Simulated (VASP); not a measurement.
# NaVP: structure and properties in VASP, part 5 of 5

What structure does NaVP take at this level, and what are its properties? The cell is generated by rule, not measured, and may not be a known phase. Left out of this account: 4 further runs (self-consistent run: a volume scan without its fit; self-consistent run: a spoilt try).

VASP 6.6.1, plane waves and PAW; the level of theory is named at each step.

Still holding for the runs below: The cell holds one magnetic atom, so no antiferromagnetic order fits into it. The k-mesh is coarse for a metal.

So far, moment of the cell, from the last line of the log (μB): step 2 (rough relaxation of the start cell) 2.35; step 3 (relaxing cell and atoms (SCAN)) 2.35; step 6 (density of states (SCAN)) 2.39.

**7. A semilocal run for the hybrid's start**

This step: PBE, spin-polarised from a ferromagnetic start; plane waves and PAW (Na_pv, V_sv, P); invented cell (VASP 6.6.1).

A hybrid converges badly from random orbitals, so a cheap semilocal run writes a WAVECAR on the same mesh first.

INCAR

```
SYSTEM = NaVP
PREC = Accurate
ENCUT = 400
EDIFF = 1E-05
NELM = 100
ISMEAR = -1
SIGMA = 0.05
LREAL = .FALSE.
ALGO = Normal
GGA = PE
NBANDS = 20
ISPIN = 2
MAGMOM = 0.016 2.092 -0.152
LMAXMIX = 4
LORBIT = 11
LWAVE = .TRUE.
LCHARG = .FALSE.
```

POSCAR

```
NaVP
1.0
    3.3529981911      0.0000000000      0.0000000000
    0.0000000000      3.3529981911      0.0000000000
    0.0000000000      0.0000000000      5.9153771581
Na V P
1 1 1
Direct
    0.5000000000      0.5000000000      0.0000000000
    0.5000000000      0.5000000000      0.5000000000
    0.0000000000      0.0000000000      0.5000000000
```

KPOINTS

```
Automatic mesh
0
Gamma
4 4 3
0 0 0
```

Potentials, in the order of the species: Na_pv, V_sv and P (PBE family, release 64).

On the command line:

```console
$ mpirun -np 1 vasp_std
```

Log:

```text
[banner, memory and clock lines left out]
running    1 mpi-ranks, on    1 nodes
 distrk:  each k-point on    1 cores,    1 groups
 distr:  one band on    1 cores,    1 groups

 POSCAR found type information on POSCAR NaV P
 POSCAR found :  3 types and       3 ions
 LDA part: xc-table for (Slater+PW92), standard interpolation
 POSCAR, INCAR and KPOINTS ok, starting setup
 FFT: planning ... GRIDC
 FFT: planning ... GRID_SOFT
 FFT: planning ... GRID
 WAVECAR not read
 entering main loop
       N       E                     dE             d eps       ncg     rms          rms(c)
DAV:   1     0.207588810220E+03    0.20759E+03   -0.12816E+04  1108   0.108E+03
DAV:   2    -0.675379378842E+01   -0.21434E+03   -0.20826E+03   996   0.353E+02
DAV:   3    -0.174442897282E+02   -0.10690E+02   -0.10415E+02  1160   0.831E+01
DAV:   4    -0.176541512139E+02   -0.20986E+00   -0.20949E+00  1104   0.117E+01
DAV:   5    -0.176586217348E+02   -0.44705E-02   -0.44697E-02  1152   0.178E+00    0.185E+01
DAV:   6    -0.177655143206E+02   -0.10689E+00   -0.36029E+01  1068   0.334E+01    0.140E+01
DAV:   7    -0.159644102562E+02    0.18011E+01   -0.25455E+01  1080   0.276E+01    0.729E+00
DAV:   8    -0.156195584421E+02    0.34485E+00   -0.11465E+00  1084   0.751E+00    0.183E+00
DAV:   9    -0.156644758352E+02   -0.44917E-01   -0.14138E-01  1116   0.205E+00    0.224E+00
DAV:  10    -0.156659976289E+02   -0.15218E-02   -0.61457E-02  1080   0.145E+00    0.964E-01
DAV:  11    -0.156748207436E+02   -0.88231E-02   -0.26704E-02  1064   0.701E-01    0.410E-01
DAV:  12    -0.156765399982E+02   -0.17193E-02   -0.53738E-03  1076   0.423E-01    0.192E-01
DAV:  13    -0.156771803267E+02   -0.64033E-03   -0.70374E-04  1088   0.152E-01    0.113E-01
DAV:  14    -0.156772210406E+02   -0.40714E-04   -0.91301E-04  1104   0.168E-01    0.606E-02
DAV:  15    -0.156773030348E+02   -0.81994E-04   -0.15028E-04  1036   0.881E-02    0.134E-02
DAV:  16    -0.156773042685E+02   -0.12337E-05   -0.10710E-05   800   0.216E-02
   1 F= -.15677304E+02 E0= -.15667645E+02  d E =-.193193E-01  mag=     2.2309
 writing wavefunctions
```

It took 29 s on 1 MPI rank of Intel Xeon Platinum 8488C (Sapphire Rapids), shared host; peak memory 0.17 GiB.

OUTCAR, selected parts (step 7):

```text
   NELECT =      25.0000    total number of electrons

 E-fermi :   4.2402

 spin component 1
 k-point     1 :       0.0000    0.0000    0.0000
  band No.  band energies     occupation
    ...
     12       3.5036      1.00000
     13       3.9625      0.99614
     14       3.9625      0.99614
     15       4.1341      0.89296
     16       4.1341      0.89296
     17       5.3741      0.00000
     18       9.9611      0.00000
     19      10.0634      0.00000
     20      12.7139      0.00000

 k-point     2 :       0.2500    0.0000    0.0000
  band No.  band energies     occupation
    ...
     10       0.7326      1.00000
     11       1.6195      1.00000
     12       2.2515      1.00000
     13       4.0288      0.98562
     14       4.0695      0.96812
     15       4.3430      0.11343
     16       5.6744      0.00000
     17       7.0856      0.00000
     18       8.7451      0.00000
     19      10.2535      0.00000
    ...

  Total        0.0610885      0.0610885      0.3575007      0.0000000      0.0000000     -0.0000000
  in kB        1.4717062      1.4717062      8.6126819      0.0000000      0.0000000     -0.0000000
  external PRESSURE =       3.8520315 kB  Pullay stress =       0.0000000 kB

  FREE ENERGIE OF THE ION-ELECTRON SYSTEM (eV)
  ---------------------------------------------------
  free  energy   TOTEN  =       -15.6773042685 eV

  energy  without entropy=      -15.6579849470  energy(sigma->0) =      -15.66764461

 magnetization (x)
# of ion       s       p       d       tot
------------------------------------------
    1        0.004   0.007   0.000   0.011
    2        0.038   0.020   1.838   1.896
    3       -0.008  -0.046   0.000  -0.054
--------------------------------------------------
tot          0.034  -0.020   1.838   1.853

[... 8 parts as in an earlier step ...]

[... 15 further parts left out ...]
```

LASPH is off, so gradient terms of the non-spherical density inside the spheres are left out; for open d or f shells this can shift gaps and moments.

This step gave:

- SCF cycles: 16
- bands: 20
- irreducible k-points: 12
- free energy (TOTEN): -15.68 eV
- energy at zero smearing: -15.67 eV
- Fermi energy: 4.240 eV
- pressure: 0.3852 GPa
- moment of the cell, from the last line of the log: 2.231 μB

Spin moment in the PAW sphere by atom:

```tsv
atom	spin moment in the PAW sphere (μB)
Na1	0.01
V2	1.90
P3	-0.05
```

**8. Band structure (HSE06)**

This step: HSE06, spin-polarised from a ferromagnetic start; plane waves and PAW (Na_pv, V_sv, P); invented cell (VASP 6.6.1).

HSE06 mixes in a quarter of exact exchange at short range, at far higher cost; in semiconductors this cures much of the gap error, while metals seldom gain.

INCAR

```
SYSTEM = NaVP
PREC = Accurate
ENCUT = 400
EDIFF = 1E-06
NELM = 100
ISMEAR = -1
SIGMA = 0.05
LREAL = .FALSE.
ALGO = Normal
LHFCALC = .TRUE.
AEXX = 0.25
GGA = PE
HFSCREEN = 0.2
LASPH = .TRUE.
NBANDS = 20
ISPIN = 2
MAGMOM = 0.016 2.092 -0.152
LMAXMIX = 4
PRECFOCK = Fast
LORBIT = 11
LWAVE = .FALSE.
LCHARG = .FALSE.
```

POSCAR is that of step 7.

KPOINTS is that of step 7.

KPOINTS_OPT

```
Line mode
6
Line-mode
Reciprocal
  0.00000000   0.00000000   0.00000000 GAMMA
  0.00000000   0.50000000   0.00000000 X

  0.00000000   0.50000000   0.00000000 X
  0.50000000   0.50000000   0.00000000 M

  0.50000000   0.50000000   0.00000000 M
  0.00000000   0.00000000   0.00000000 GAMMA

  0.00000000   0.00000000   0.00000000 GAMMA
  0.00000000   0.00000000   0.50000000 Z

  0.00000000   0.00000000   0.50000000 Z
  0.00000000   0.50000000   0.50000000 R

  0.00000000   0.50000000   0.50000000 R
  0.50000000   0.50000000   0.50000000 A

  0.50000000   0.50000000   0.50000000 A
  0.00000000   0.00000000   0.50000000 Z

  0.00000000   0.50000000   0.00000000 X
  0.00000000   0.50000000   0.50000000 R

  0.50000000   0.50000000   0.00000000 M
  0.50000000   0.50000000   0.50000000 A
```

The WAVECAR or CHGCAR of an earlier step is read.

On the command line:

```console
$ mpirun -np 1 vasp_std
```

Log:

```text
[banner, memory and clock lines left out]
running    1 mpi-ranks, on    1 nodes
 distrk:  each k-point on    1 cores,    1 groups
 distr:  one band on    1 cores,    1 groups

 POSCAR found type information on POSCAR NaV P
 POSCAR found :  3 types and       3 ions
 LDA part: xc-table for (Slater+PW92), standard interpolation
 found WAVECAR, reading the header
 POSCAR, INCAR and KPOINTS ok, starting setup
 FFT: planning ... GRIDC
 FFT: planning ... GRID_SOFT
 FFT: planning ... GRID
 reading WAVECAR
 the WAVECAR file was read successfully
 initial charge from wavefunction
 entering main loop
       N       E                     dE             d eps       ncg     rms          rms(c)
DAV:   1    -0.194498600958E+02   -0.19450E+02   -0.11815E+00  1048   0.681E+00    0.278E+00
DAV:   2    -0.195505903641E+02   -0.10073E+00   -0.34214E-01  1048   0.413E+00    0.177E+00
DAV:   3    -0.195964496198E+02   -0.45859E-01   -0.92590E-02  1056   0.238E+00    0.117E+00
DAV:   4    -0.196018478829E+02   -0.53983E-02   -0.21976E-02  1100   0.986E-01    0.762E-01
DAV:   5    -0.196002802187E+02    0.15677E-02   -0.39773E-03  1056   0.619E-01    0.384E-01
DAV:   6    -0.195998110634E+02    0.46916E-03   -0.64727E-04  1116   0.206E-01    0.223E-01
DAV:   7    -0.195996399387E+02    0.17112E-03   -0.27276E-04  1060   0.133E-01    0.140E-01
DAV:   8    -0.195995896214E+02    0.50317E-04   -0.52250E-05  1160   0.565E-02    0.785E-02
DAV:   9    -0.195995754223E+02    0.14199E-04   -0.19880E-05  1080   0.311E-02    0.443E-02
DAV:  10    -0.195995700193E+02    0.54030E-05   -0.39430E-06   884   0.154E-02    0.270E-02
DAV:  11    -0.195995686988E+02    0.13205E-05   -0.16967E-06   832   0.896E-03    0.163E-02
DAV:  12    -0.195995681587E+02    0.54007E-06   -0.42882E-07   612   0.481E-03
   1 F= -.19599568E+02 E0= -.19596662E+02  d E =-.581143E-02  mag=     2.3479
 Start KPOINTS_OPT (optional k-point list driver)
k-point batch [1-12\54]
       N       E                     dE             ncg
DAV:   1    -0.276408841397E+04   -0.93955E+04     1144
DAV:   2    -0.579781757138E+04   -0.30337E+04      976
DAV:   3    -0.596552826951E+04   -0.16771E+03     1104
DAV:   4    -0.597118139761E+04   -0.56531E+01     1084
DAV:   5    -0.597128867721E+04   -0.10728E+00     1108
DAV:   6    -0.597129158184E+04   -0.29046E-02     1216
DAV:   7    -0.597129167883E+04   -0.96991E-04     1144
DAV:   8    -0.597129168317E+04   -0.43404E-05     1100
DAV:   9    -0.597129168335E+04   -0.17469E-06      684
[...]
k-point batch [49-54\54]
       N       E                     dE             ncg
DAV:   1     0.279846578974E+04   -0.66235E+04      528
DAV:   2     0.120346297803E+04   -0.15950E+04      484
DAV:   3     0.111689964481E+04   -0.86563E+02      584
DAV:   4     0.111396723285E+04   -0.29324E+01      536
DAV:   5     0.111391696135E+04   -0.50272E-01      632
DAV:   6     0.111391583009E+04   -0.11313E-02      656
DAV:   7     0.111391579496E+04   -0.35125E-04      640
DAV:   8     0.111391579360E+04   -0.13677E-05      528
DAV:   9     0.111391579354E+04   -0.56092E-07      324
```

Elapsed: 32 min, on 1 MPI rank; peak memory 0.33 GiB.

Parts of OUTCAR (step 8):

```text
   k-points           NKPTS =     12   k-points in BZ     NKDIM =     48   number of bands    NBANDS=     20

   NELECT =      25.0000    total number of electrons

  exchange ACFDT corr.  =         0.00000000  see jH, gK, PRB 81, 115126

 E-fermi :   4.4794

 spin component 1
 k-point     1 :       0.0000    0.0000    0.0000
  band No.  band energies     occupation
    ...
     12       2.7754      1.00000
     13       2.7754      1.00000
     14       3.3384      1.00000
     15       4.0857      0.99962
     16       4.0857      0.99962
     17       5.3151      0.00000
     18      10.7201      0.00000
     19      10.9406      0.00000
     20      13.6113      0.00000

 k-point     2 :       0.2500    0.0000    0.0000
  band No.  band energies     occupation
    ...
     10      -0.0099      1.00000
     11       1.0871      1.00000
     12       1.4102      1.00000
     13       2.8930      1.00000
     14       3.6334      1.00000
     15       4.7800      0.00244
     16       5.7478      0.00000
     17       7.6236      0.00000
     18       9.3414      0.00000
     19      10.7052      0.00000
    ...

 POSITION                                       TOTAL-FORCE (eV/Angst)
 -----------------------------------------------------------------------------------
      1.67650      1.67650      0.00000         0.000000      0.000000      0.000000
      1.67650      1.67650      2.95769         0.000000      0.000000      0.000000
      0.00000      0.00000      2.95769         0.000000      0.000000      0.000000
 -----------------------------------------------------------------------------------
    total drift:                               -0.000002      0.000002      0.000001

  FREE ENERGIE OF THE ION-ELECTRON SYSTEM (eV)
  ---------------------------------------------------
  free  energy   TOTEN  =       -19.5995681587 eV

  energy  without entropy=      -19.5937567262  energy(sigma->0) =      -19.59666244

 magnetization (x)
# of ion       s       p       d       tot
------------------------------------------
    1        0.009   0.009   0.000   0.017
    2        0.032   0.020   2.164   2.216
    3       -0.026  -0.172   0.000  -0.198
--------------------------------------------------
tot          0.015  -0.144   2.164   2.036

[... 7 parts as in an earlier step ...]

[... 14 further parts left out ...]
```

The k-mesh is coarse for exact exchange; levels may shift by about 0.1 eV on a finer one.

This step gave:

```
SCF cycles                                        : 12
free energy (TOTEN)                               : -19.60 eV
energy at zero smearing                           : -19.60 eV
Fermi energy                                      : 4.479 eV
moment of the cell, from the last line of the log : 2.348 μB
```

Spin moment in the PAW sphere by atom:

```tsv
atom	spin moment in the PAW sphere (μB)
Na1	0.02
V2	2.22
P3	-0.20
```

Spin up. The electronic bands at the labelled points (eV, zero at the Fermi level; # counts the bands kept, so #1 is VASP's band 9):

```tsv
point	#3	#4	#5	#6	#7	#8	#9	#10
Γ	-2.20	-1.70	-1.70	-1.14	-0.39	-0.39	0.84	6.24
0.40 of the way	-3.26	-3.01	-1.62	-1.15	0.03	1.15	2.31	5.42
X	-4.29	-2.31	-1.47	1.38	1.60	1.61	1.76	4.09
0.40 of the way	-4.21	-2.12	-2.06	1.21	1.71	2.18	2.48	3.95
M	-2.76	-2.76	-1.74	-0.67	1.89	2.15	2.16	4.92
0.40 of the way	-3.97	-2.40	-2.28	0.53	1.71	2.00	2.07	3.75
Γ	-2.20	-1.70	-1.70	-1.14	-0.39	-0.39	0.84	6.24
0.60 of the way	-2.20	-1.71	-1.71	-1.14	-0.39	-0.39	1.27	5.26
Z	-2.20	-1.71	-1.71	-1.14	-0.39	-0.39	1.59	4.75
0.60 of the way	-3.71	-2.15	-1.55	-1.35	0.75	2.79	3.73	4.00
R	-4.29	-1.91	-1.47	-0.20	1.08	1.71	4.24	5.43
0.40 of the way	-4.37	-2.15	-1.80	0.78	0.93	1.78	4.00	4.10
A	-2.81	-2.81	-1.59	-0.98	1.89	2.29	2.44	4.11
0.40 of the way	-4.26	-2.44	-1.87	-0.12	1.91	2.01	2.28	5.17
Z	-2.20	-1.71	-1.71	-1.14	-0.39	-0.39	1.59	4.75
jump to X	-4.29	-2.31	-1.47	1.38	1.60	1.61	1.76	4.09
0.60 of the way	-4.29	-2.09	-1.47	0.26	1.15	1.70	3.14	5.86
R	-4.29	-1.91	-1.47	-0.20	1.08	1.71	4.24	5.43
jump to M	-2.76	-2.76	-1.74	-0.67	1.89	2.15	2.16	4.92
0.40 of the way	-2.78	-2.78	-1.69	-0.79	1.89	2.20	2.23	4.75
A	-2.81	-2.81	-1.59	-0.98	1.89	2.29	2.44	4.11
```

Of the projections kept (Na, V, P), the largest for each band there; the rest of the weight can lie on other orbitals:

```tsv
point	#3	#4	#5	#6	#7	#8	#9	#10
Γ	V 1.00	V 1.00	V 1.00	V 1.00	P 0.83	P 0.83	V 0.82	P 0.68
X	V 0.68	V 0.93	V 1.00	V 0.70	Na 0.69	V 0.97	V 0.75	V 0.51
M	V 1.00	V 1.00	V 0.97	P 1.00	V 1.00	V 0.91	V 0.92	Na 0.76
Γ	V 1.00	V 1.00	V 1.00	V 1.00	P 0.83	P 0.83	V 0.82	P 0.68
Z	V 1.00	V 1.00	V 1.00	V 1.00	P 0.84	P 0.84	P 0.57	V 0.61
R	V 0.68	V 0.97	V 1.00	Na 0.65	V 0.85	V 0.98	P 0.63	P 0.93
```

The electronic bands as a text plot (rows in eV, shown from -7.1 to 3.0 only):

```
    2.8 |     *    **  **             **      **     **
    2.4 |  *      * *                *        *******         ***
    2.0 |      *   ********         *   *   *********  ** *   ***
    1.5 |   *******      ****     **    ****         **  *****
    1.1 | **  *   *        ***   *       ****             ****
    0.7 |** **     *     **  ****   * **    *          **
    0.3 |     *              *       *    ** *         **  *
   -0.1 | **        *  **  **       *    *       ****       **
   -0.6 |*  **       **       ******    *     **         *
   -1.0 |* *                  ******            *    **  *    ***
   -1.4 | * ****             *        ****      *      ** ****  *
   -1.8 |***    ** ******    *********  ******** ****  ***  ****
   -2.2 |**    *****     **** **********    *      *********
   -2.7 | * ***     *****    *   ****        ******    ***    ***
   -3.1 |  *        *      ***       *        **       **
   -3.5 |**            **    ****                **
   -3.9 |  ***     *     ****        ***     *       **
   -4.3 |**********      ********       *****      **     ****
   -4.7 |     **   ******  **         ****** ******  **   *******
   -5.2 |           *  **        *******      ** **    ***
   -5.6 |   **     *     **                  *     **
   -6.0 |
   -6.4 |     *   *                     *   *
   -6.8 |      ***                       ***              ****
         Γ     X      M        Γ   Z     R      A       Z|X R|M A
```

Spin down. Electronic bands along the path, in eV, zero at the Fermi level; # counts the bands kept, so #1 is VASP's band 9:

```tsv
point	#1	#2	#3	#4	#5	#6	#7
Γ	-4.31	-2.41	-1.24	-0.59	-0.59	1.00	3.22
0.40 of the way	-4.09	-3.71	-2.17	-1.77	0.94	2.95	3.35
X	-6.74	-3.61	-3.47	1.01	1.30	2.50	3.22
0.40 of the way	-6.14	-3.93	-3.12	1.45	1.80	1.87	3.30
M	-4.66	-4.66	-1.45	1.09	1.09	2.61	3.34
0.40 of the way	-5.09	-4.18	-3.10	0.28	1.75	3.23	3.30
Γ	-4.31	-2.41	-1.24	-0.59	-0.59	1.00	3.22
0.60 of the way	-5.05	-1.24	-0.77	-0.59	-0.59	1.00	2.60
Z	-5.30	-1.23	-0.58	-0.58	0.83	1.00	1.11
0.60 of the way	-5.12	-4.52	-2.88	0.91	1.62	1.91	3.51
R	-6.69	-3.97	-3.47	0.61	2.34	3.11	3.22
0.40 of the way	-6.10	-3.91	-3.47	0.75	2.58	3.30	3.54
A	-4.64	-4.64	-1.75	0.80	0.80	3.09	3.45
0.40 of the way	-5.05	-4.16	-3.61	1.52	2.12	2.36	3.31
Z	-5.30	-1.23	-0.58	-0.58	0.83	1.00	1.11
jump to X	-6.74	-3.61	-3.47	1.01	1.30	2.50	3.22
0.60 of the way	-6.70	-3.86	-3.47	0.74	2.31	2.37	3.22
R	-6.69	-3.97	-3.47	0.61	2.34	3.11	3.22
jump to M	-4.66	-4.66	-1.45	1.09	1.09	2.61	3.34
0.40 of the way	-4.65	-4.65	-1.56	0.98	0.98	2.75	3.45
A	-4.64	-4.64	-1.75	0.80	0.80	3.09	3.45
```

Of the projections kept (Na, V, P), the largest for each band there; the rest of the weight can lie on other orbitals:

```tsv
point	#1	#2	#3	#4	#5	#6	#7
Γ	P 0.84	Na 0.56	V 1.00	P 0.86	P 0.86	V 1.00	V 1.00
X	P 0.53	P 0.68	V 0.57	V 0.67	Na 0.71	V 0.64	V 0.97
M	P 0.73	P 0.73	P 1.00	V 1.00	V 1.00	V 0.85	V 0.98
Γ	P 0.84	Na 0.56	V 1.00	P 0.86	P 0.86	V 1.00	V 1.00
Z	P 0.68	V 1.00	P 0.86	P 0.86	V 0.84	V 1.00	P 0.58
R	P 0.53	P 0.67	V 0.57	Na 0.76	V 0.93	V 0.52	V 0.97
```

The electronic bands as a text plot (rows in eV, shown from -6.7 to 4.4 only):

```
    4.1 |       *** *  **  **                ****               *
    3.7 |*******    *************     ******* *******  ** *******
    3.2 |***** ************  *********  *********  **    *****  *
    2.7 |  ****    * **    **    *      *   **   **  ****   * **
    2.3 |     **** **  **  ***          ****       ****** ****
    1.8 | * **    ***  ****       * * **         **  **
    1.3 |      ******  **            *        **   ****** *
    0.9 |* *   *     **      ************   *******    *****  ***
    0.4 |                **              ***                **
    0.0 | *   *                   * *
   -0.5 |*                    ******                     *
   -1.0 |   **             **    *
   -1.4 |**          **       *******                    *    *
   -1.9 |  *        *        *                  *              **
   -2.3 |***       *   **    ****   **        ** **    **
   -2.8 |   **                        **     *
   -3.3 |     *****      ****           **  *        **   ****
   -3.7 |  ********        **        *    ***      **     ***
   -4.2 |***       *     *******        **   *     ****      *
   -4.7 |           *****       *     **      *****  **       ***
   -5.1 |   **      *  ****      *******      ** ****  ***
   -5.6 |          *                         *
   -6.0 |         *                     *   *
   -6.5 |     ****                       ***              ****
         Γ     X      M        Γ   Z     R      A       Z|X R|M A
```

There is no gap at this level.

**9. Summary of results**

- relaxed volume: 22.17 Å³/atom
- relaxed conventional cell a, b, c: 3.353, 3.353, 5.915 Å
- space group after relaxing, within 0.02 Å: P4/mmm (No. 123)
- moment of the cell (7×7×4 mesh): 2.35 μB
- largest site moment (7×7×4 mesh): 2.09 μB on V2
- band gap: none, a metal
- DOS at the Fermi level: 1.49 states/eV/cell
- band gap (HSE06): none, a metal

With SCAN, NaVP relaxes to 22.17 Å³/atom in space group P4/mmm, comes out as a metal and keeps moments of up to 2.09 μB (7×7×4 mesh). Bands along the symmetry lines (SCAN), spin up: Of the bands kept, 3 cross the Fermi level on this path. Bands along the symmetry lines (SCAN), spin down: Of the bands kept, 2 cross the Fermi level on this path. Band structure (HSE06), spin up: Of the bands kept, 3 cross the Fermi level on this path. Band structure (HSE06), spin down: Of the bands kept, 2 cross the Fermi level on this path. The other levels ran on the cell relaxed with SCAN, and without spin-orbit coupling unless named. The k-sampling is coarse for a metal, so the Fermi level, moments, pressures and the shape of the cell carry errors. Only the typed magnetic starts were tried, so the magnetic ground state may differ and with it the other results. No search among competing phases was made. All values are for a static lattice at zero temperature.

[Lines on the potential files, build, host, timing and source positions are cut from VASP's logs without a mark.]

[Logs are printed without paths, hosts, clocks, repeated set-up lines and the standing remarks that a program may print on its own settings, such as how far it seeks lower states.]

[Hosts, paths, dates, database ids (printed as entryN), source tags and the programs' standing remarks are cut or masked in the printed files.]

[A measured line is paired with the nearest computed mode of its activity, which favours agreement.]
